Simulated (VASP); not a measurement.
# GaAs (I-4m2) in VASP: notebook, part 2 of 2

VASP 6.6.1. Earlier steps stand in the parts before.

## 3. Electric field gradients, PBE

INCAR

```
ALGO     = Fast           # electronic algorithm
EDIFF    = 1E-8           # SCF threshold, eV
ENCUT    = 600            # plane-wave cutoff, eV
GGA      = PE             # functional
ISIF     = 2              # what is computed and relaxed
ISMEAR   = 0              # smearing method
LASPH    = T              # aspherical terms in the spheres
LCHARG   = F              # write CHGCAR
LEFG     = T            
LREAL    = F              # projectors in reciprocal space
LWAVE    = F              # write WAVECAR
NELM     = 80             # most SCF steps
PREC     = Accurate       # precision mode
SIGMA    = 0.02           # smearing width, eV
```

KPOINTS

```
k-points
0
Gamma
  12 12 12
```

POSCAR

```
GaAs
1.0
    0.0000000000      2.8335662500      2.8123675000
    2.8335662500      0.0000000000      2.8123675000
    2.8335662500      2.8335662500      0.0000000000
Ga As
1 1
Direct
    0.0000000000      0.0000000000      0.0000000000
    0.2500000000      0.2500000000      0.2500000000
```

Potentials or basis: VASP PAW PBE potentials, release 64 (Ga_d, As).

Command:

```bash
cat potpaw_PBE.64/Ga_d/POTCAR potpaw_PBE.64/As/POTCAR > POTCAR
mpirun -np 1 vasp_std > vasp.out
```

OUTCAR:

```text
EDIFF = 1E-8
   ENCUT = 600
   GGA = PE
   ISIF = 2
   ISMEAR = 0
   LASPH = T
   LREAL = F
   NELM = 80
   PREC = Accurate

 ion  position               nearest neighbor table
   1  0.000  0.000  0.000-   2 2.45   2 2.45   2 2.45   2 2.45
   2  0.250  0.250  0.250-   1 2.45   1 2.45   1 2.45   1 2.45

  LATTYP: Found a body centered tetragonal cell.
 ALAT       =     4.0072678206
 C/A-ratio  =     1.4036334110

  Lattice vectors:

 A1 = (   0.0000000000,  -2.8335662500,  -2.8123675000)
 A2 = (   0.0000000000,   2.8335662500,  -2.8123675000)
 A3 = (   2.8335662500,   0.0000000000,   2.8123675000)

Analysis of symmetry for initial positions (statically):
=====================================================================
 Subroutine PRICEL returns:
 Original cell was already a primitive cell.

 Routine SETGRP: Setting up the symmetry group for a
 body centered tetragonal supercell.

 Subroutine GETGRP returns: Found  8 space group operations
 (whereof  8 operations were pure point group operations)
 out of a pool of 16 trial point group operations.

The static configuration has the point symmetry D_2d.

Analysis of symmetry for dynamics (positions and initial velocities):
=====================================================================
 Subroutine PRICEL returns:
 Original cell was already a primitive cell.

 Routine SETGRP: Setting up the symmetry group for a
 body centered tetragonal supercell.

 Subroutine GETGRP returns: Found  8 space group operations
 (whereof  8 operations were pure point group operations)
 out of a pool of 16 trial point group operations.

The dynamic configuration has the point symmetry D_2d.

 Subroutine INISYM returns: Found  8 space group operations
[... 168 lines left out ...]
     13       7.6714      0.00000
[... 354 lines left out ...]
  band No.  band energies     occupation
      1     -10.9565      2.00000
      2     -10.8487      2.00000
      3     -10.8462      2.00000
      4     -10.7949      2.00000
      5     -10.7893      2.00000
      6      -6.8390      2.00000
      7      -2.5467      2.00000
      8       1.1367      2.00000
      9       2.4257      2.00000
     10       6.2604      0.00000
     11       8.5150      0.00000
     12       9.4614      0.00000
     13      11.8865      0.00000

 [... further k-points ...]
[... 5 lines left out ...]
  --------------------------------------------------------------------------------------
  -------------------------------------------------------------------------------------
  Total        0.9449475      0.9449475      1.0671040      0.0000000      0.0000000      0.0000000
  in kB       33.5235084     33.5235084     37.8572012      0.0000000      0.0000000      0.0000000
  external PRESSURE =      34.9680727 kB  Pullay stress =       0.0000000 kB

 VOLUME and BASIS-vectors are now :
 -----------------------------------------------------------------------------
  energy-cutoff  :      600.00
  volume of cell :       45.16
      direct lattice vectors                 reciprocal lattice vectors
     0.000000000  2.833566250  2.812367500    -0.176456083  0.176456083  0.177786153
     2.833566250  0.000000000  2.812367500     0.176456083 -0.176456083  0.177786153
     2.833566250  2.833566250  0.000000000     0.176456083  0.176456083 -0.177786153

 POSITION                                       TOTAL-FORCE (eV/Angst)
 -----------------------------------------------------------------------------------
      0.00000      0.00000      0.00000         0.000000      0.000000     -0.000000
      1.41678      1.41678      1.40618        -0.000000     -0.000000      0.000000
 -----------------------------------------------------------------------------------
    total drift:                                0.000002      0.000002      0.000001

  FREE ENERGIE OF THE ION-ELECTRON SYSTEM (eV)
  ---------------------------------------------------
  free  energy   TOTEN  =        -8.2509251239 eV

  energy  without entropy=       -8.2509251239  energy(sigma->0) =       -8.25092512

 Electric field gradients (V/A^2)
---------------------------------------------------------------------
 ion       V_xx      V_yy      V_zz      V_xy      V_xz      V_yz
---------------------------------------------------------------------
   1      -0.606    -0.606     1.213     0.003     0.003     0.003
   2       0.896     0.896    -1.792    -0.000    -0.000    -0.000
---------------------------------------------------------------------

 Electric field gradients after diagonalization (V/A^2)
 (convention: |V_zz| > |V_xx| > |V_yy|)
----------------------------------------------------------------------
 ion       V_xx      V_yy      V_zz     asymmetry (V_yy - V_xx)/ V_zz
----------------------------------------------------------------------
   1      -0.609    -0.604     1.213       0.004
   2       0.896     0.896    -1.792       0.000
----------------------------------------------------------------------

           NMR quadrupolar parameters

 Cq : quadrupolar parameter    Cq=e*Q*V_zz/h
 eta: asymmetry parameters     (V_yy - V_xx)/ V_zz
 Q  : nuclear electric quadrupole moment in mb (millibarn)
----------------------------------------------------------------------
 ion       Cq(MHz)       eta       Q (mb)
----------------------------------------------------------------------
   1       0.003       0.004       1.000
   2      -0.004       0.000       1.000
----------------------------------------------------------------------
```

OSZICAR:

```text
N       E                     dE             d eps       ncg     rms          rms(c)
DAV:   1     0.868375027959E+02    0.86838E+02   -0.10019E+04  4328   0.206E+03
DAV:   2    -0.149673421566E+01   -0.88334E+02   -0.84940E+02  4628   0.356E+02
DAV:   3    -0.828858869564E+01   -0.67919E+01   -0.67497E+01  5328   0.794E+01
DAV:   4    -0.840818558755E+01   -0.11960E+00   -0.11954E+00  4830   0.116E+01
DAV:   5    -0.841028500144E+01   -0.20994E-02   -0.20992E-02  5273   0.134E+00    0.290E+00
RMM:   6    -0.826892020371E+01    0.14136E+00   -0.20020E-01  5966   0.454E+00    0.171E+00
RMM:   7    -0.825015772960E+01    0.18762E-01   -0.10508E-01  5704   0.184E+00    0.595E-01
RMM:   8    -0.825039235024E+01   -0.23462E-03   -0.14334E-02  6068   0.148E+00    0.112E-01
RMM:   9    -0.825078712779E+01   -0.39478E-03   -0.37054E-03  6076   0.675E-01    0.509E-02
RMM:  10    -0.825089526413E+01   -0.10814E-03   -0.49569E-04  6722   0.231E-01    0.232E-02
RMM:  11    -0.825092258946E+01   -0.27325E-04   -0.75820E-05  5921   0.853E-02    0.685E-03
RMM:  12    -0.825092476084E+01   -0.21714E-05   -0.18112E-05  6838   0.388E-02    0.426E-03
RMM:  13    -0.825092501689E+01   -0.25605E-06   -0.22908E-06  6202   0.157E-02    0.787E-04
RMM:  14    -0.825092508599E+01   -0.69101E-07   -0.50404E-07  6949   0.728E-03    0.455E-04
RMM:  15    -0.825092512713E+01   -0.41136E-07   -0.78047E-08  5590   0.305E-03    0.472E-04
RMM:  16    -0.825092512388E+01    0.32474E-08   -0.21093E-08  4206   0.191E-03
   1 F= -.82509251E+01 E0= -.82509251E+01  d E =-.109262E-16
```

Run time: 61 s. Hardware: 1 thread of Intel Xeon Platinum 8488C (Sapphire Rapids), shared host; peak memory 0.28 GiB.

Results:

```yaml
Free_energy: -8.2509 eV
Pressure: 3.5 GPa
Band_gap_on_the_k_mesh: 0.49 eV, direct
```

Levels at points of the mesh, in eV from the valence-band top:
| k point | band 6 | band 7 | band 8 | band 9 | band 10 | band 11 | band 12 | band 13 |
| --- | --- | --- | --- | --- | --- | --- | --- | --- |
| (0.00, 0.00, 0.00) | -12.76 | -0.04 | -0.04 | 0.00 | 0.49 | 3.69 | 3.71 | 3.71 |
| (0.50, 0.00, 0.00) | -10.99 | -6.67 | -1.20 | -1.14 | 0.97 | 4.58 | 4.63 | 7.73 |
| (0.50, 0.50, 0.00) | -10.23 | -6.82 | -2.74 | -2.74 | 1.40 | 1.58 | 10.14 | 10.16 |
| (0.50, 0.00, 0.50) | -10.26 | -6.86 | -2.69 | -2.69 | 1.45 | 1.65 | 10.13 | 10.32 |

Electric field gradients, principal values (V/Å²):
```
atom     Vxx     Vyy     Vzz
1 Ga  -0.604  -0.609   1.213
2 As   0.896   0.896  -1.792
```

A k mesh can miss the band edges. A hybrid or GW would open this gap; PBE tends to underestimate it.
